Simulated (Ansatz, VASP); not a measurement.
# TlGaF6 in two plane-wave programs, part 2 of 2

One calculation is typed for both programs; each brings its own data sets. How far apart do they land? The cell is taken from a series of runs on this material, whose earlier steps may have relaxed, scaled, displaced or heated it; both programs get it as it stands.

VASP 6.6.1 and Ansatz 0.2.0.

So far: The starting structure; Ansatz: G0W0 gap, PBEsol; VASP: G0W0 gap, PBEsol.

## Step 3: VASP: G0W0 gap, PBEsol (continued)

Level of this step: G0W0 on PBEsol; plane waves and PAW (Tl_d_GW, Ga_d_GW, F_GW) (VASP).

Numbers of over 12 decimals in the logs are rounded to 6 here.

From OUTCAR (step 3):

```text
ion  position               nearest neighbor table
   1  0.000  0.000  0.000-   4 2.18   6 2.18   5 2.18   7 2.18   3 2.18   8 2.18
   2  0.500  0.500  0.500-   5 1.90   7 1.90   6 1.90   4 1.90   3 1.90   8 1.90
   3  0.879  0.580  0.273-   2 1.90   1 2.18
   4  0.580  0.273  0.879-   2 1.90   1 2.18
   5  0.273  0.879  0.580-   2 1.90   1 2.18
   6  0.420  0.727  0.121-   2 1.90   1 2.18
   7  0.727  0.121  0.420-   2 1.90   1 2.18
   8  0.121  0.420  0.727-   2 1.90   1 2.18

  LATTYP: Found a trigonal (rhomboedric) cell.
 ALAT       =     5.5704843390
 COS(alpha) =     0.5814184292

 Subroutine GETGRP returns: Found  6 space group operations
 (whereof  6 operations were pure point group operations)

The static configuration has the point symmetry S_6 .

 Found      4 irreducible k-points:

   k-points           NKPTS =      4   k-points in BZ     NKDIM =      8   number of bands    NBANDS=    105

   dimension x,y,z NGX =    42 NGY =   42 NGZ =   42
   dimension x,y,z NGXF=    84 NGYF=   84 NGZF=   84

   ENCUT  =  520.0 eV  38.22 Ry    6.18 a.u.  10.36 10.36 10.36*2*pi/ulx,y,z

   NELECT =      70.0000    total number of electrons

  energy-cutoff  :      520.00
  volume of cell :      106.41
      direct lattice vectors                 reciprocal lattice vectors
     2.548402435  1.471320832  4.729815621     0.196201351  0.113276903  0.070474911
    -2.548402435  1.471320832  4.729815621    -0.196201351  0.113276903  0.070474911
     0.000000000 -2.942641664  4.729815621     0.000000000 -0.226553805  0.070474911

 k-points in reciprocal lattice and weights: Automatic mesh
   0.00000000  0.00000000  0.00000000       0.125
   0.50000000  0.00000000  0.00000000       0.375
   0.50000000  0.50000000  0.00000000       0.375
   0.50000000  0.50000000  0.50000000       0.125

 E-fermi :  -0.2040

 QP shifts <psi_nk| G(iteration)W_0 |psi_nk>: iteration 1
 for sc-GW calculations column KS-energies equals QP-energies in previous step
 and V_xc(KS)=  KS-energies - (<T + V_ion + V_H > + <T+V_H+V_ion>^1  + <V_x>^1)
 k-point   1 :       0.0000    0.0000    0.0000
  band No.  KS-energies  QP-energies   sigma(KS)   V_xc(KS)     V^pw_x(r,r')   Z            occupation Imag(sigma)
    ...
     32      -2.0028      -3.7121     -24.7992     -22.5487     -30.7666       0.7595       2.0000       0.7216
     33      -2.0028      -3.7121     -24.7992     -22.5487     -30.7666       0.7595       2.0000       0.7216
     34      -1.7520      -3.3193     -24.6873     -22.6468     -30.1911       0.7681       2.0000       0.6439
     35      -1.7520      -3.3193     -24.6873     -22.6468     -30.1911       0.7681       2.0000       0.6439
     36       1.2204       3.0215     -13.8768     -16.0308     -12.0301       0.8362       0.0000      -0.2157
     37       7.6417      10.6517     -14.5026     -18.1584     -11.5434       0.8233       0.0000      -0.4893
     38       8.7022      10.7952      -9.0244     -11.4677      -5.8479       0.8566       0.0000      -0.4036
     39       9.7183      12.0267      -9.4378     -12.1501      -6.1228       0.8511       0.0000      -0.4530
    ...

 k-point   2 :       0.5000    0.0000    0.0000
  band No.  KS-energies  QP-energies   sigma(KS)   V_xc(KS)     V^pw_x(r,r')   Z            occupation Imag(sigma)
    ...
     32      -2.0378      -3.7801     -24.6336     -22.3383     -30.5940       0.7591       2.0000       0.7292
     33      -2.0008      -3.6274     -24.4024     -22.2785     -30.0055       0.7658       2.0000       0.6756
     34      -1.8913      -3.6233     -24.8825     -22.6049     -30.8672       0.7604       2.0000       0.7183
     35      -1.8677      -3.4355     -24.6272     -22.5862     -30.1699       0.7682       2.0000       0.6527
     36       2.6711       4.8224     -15.4136     -18.0170     -13.4974       0.8264       0.0000      -0.2579
     37       5.9387       8.4213     -12.5951     -15.5621      -9.9008       0.8367       0.0000      -0.3571
     38       8.8729      10.9539      -9.3164     -11.7556      -6.2347       0.8532       0.0000      -0.4010
     39       9.7048      11.9605     -10.3328     -12.9976      -7.2059       0.8465       0.0000      -0.4517
    ...

 k-point   3 :       0.5000    0.5000    0.0000
  band No.  KS-energies  QP-energies   sigma(KS)   V_xc(KS)     V^pw_x(r,r')   Z            occupation Imag(sigma)
    ...
     32      -2.0593      -3.6661     -24.6570     -22.5827     -29.9653       0.7746       2.0000       0.6183
     33      -1.9873      -3.6898     -24.6398     -22.4140     -30.3963       0.7649       2.0000       0.6916
     34      -1.7114      -3.3069     -24.7294     -22.6500     -30.3154       0.7673       2.0000       0.6533
     35      -1.6284      -3.2021     -24.7958     -22.7398     -30.3977       0.7654       2.0000       0.6526
     36       2.9597       5.1528     -15.8984     -18.5595     -14.0060       0.8241       0.0000      -0.2691
     37       7.1584      10.1154     -14.3624     -17.9541     -11.5509       0.8233       0.0000      -0.4301
     38       8.1005      10.0263     -10.3096     -12.5702      -7.5228       0.8520       0.0000      -0.3662
     39       8.8751      11.0096      -9.6085     -12.1117      -6.4847       0.8527       0.0000      -0.4094
    ...

 k-point   4 :       0.5000    0.5000    0.5000
  band No.  KS-energies  QP-energies   sigma(KS)   V_xc(KS)     V^pw_x(r,r')   Z            occupation Imag(sigma)
    ...
     32      -1.9346      -3.6460     -24.8371     -22.5853     -30.7727       0.7600       2.0000       0.7155
     33      -1.9346      -3.6460     -24.8371     -22.5853     -30.7727       0.7600       2.0000       0.7155
     34      -1.8693      -3.4541     -24.7116     -22.6428     -30.3271       0.7661       2.0000       0.6637
     35      -1.8693      -3.4541     -24.7116     -22.6428     -30.3271       0.7661       2.0000       0.6637
     36       2.6588       4.7795     -15.5459     -18.1125     -13.6818       0.8263       0.0000      -0.2566
     37       5.7644       8.1311     -12.3405     -15.1550      -9.6550       0.8409       0.0000      -0.3537
     38       9.6588      12.1803     -10.7871     -13.7846      -7.6592       0.8412       0.0000      -0.4614
     39      10.1558      12.4958     -10.3347     -13.1041      -7.0972       0.8450       0.0000      -0.4758
    ...
```

## Step 4: Side by side

Known differences besides the potentials themselves: fixed occupations in Ansatz, narrow Gaussian smearing in VASP; the data sets hold 68 valence electrons in Ansatz (on its default PAW (the set named soft_2) files) and 70 in VASP; the cutoff is 420 eV in Ansatz and 520 eV in VASP; Ansatz makes its cores anew for this functional, VASP keeps those of its PBE data sets; VASP leaves aspherical gradient terms in its spheres out (LASPH is not set), Ansatz keeps them; Ansatz integrates over frequency by contour deformation, VASP on a grid of NOMEGA points; Ansatz's G0W0 levels solve the quasiparticle equation, VASP's are linearised. Total energies have different zeros and are not compared.

The two programs side by side:

```tsv
quantity	Ansatz	VASP	difference
G0W0 gap on the mesh (eV)	5.65	6.22	-0.57
Kohn-Sham gap under it (eV)	2.87	2.85	+0.02
```

## Step 5: Summary of results

| Item | Value |
| --- | --- |
| difference in G0W0 gap on the mesh (G0W0 gap, PBEsol) | -0.57 eV |

The difference in G0W0 gap on the mesh is -0.57 eV (G0W0 gap, PBEsol). The data sets hold unlike numbers of valence electrons (68 in Ansatz and 70 in VASP), so part of the differences comes from the potentials. Part of the difference in the G0W0 gap can come from VASP's linearised levels. How closely two codes agree says nothing of how well the functional describes the real material.

[Lines on the potential files, build, host, timing and source positions are cut from VASP's logs without a mark.]

[Logs are printed without paths, hosts, clocks, repeated set-up lines and the standing remarks that a program may print on its own settings, such as how far it seeks lower states.]

[Hosts, paths, dates, database ids (printed as entryN), source tags and the programs' standing remarks are cut or masked in the printed files.]
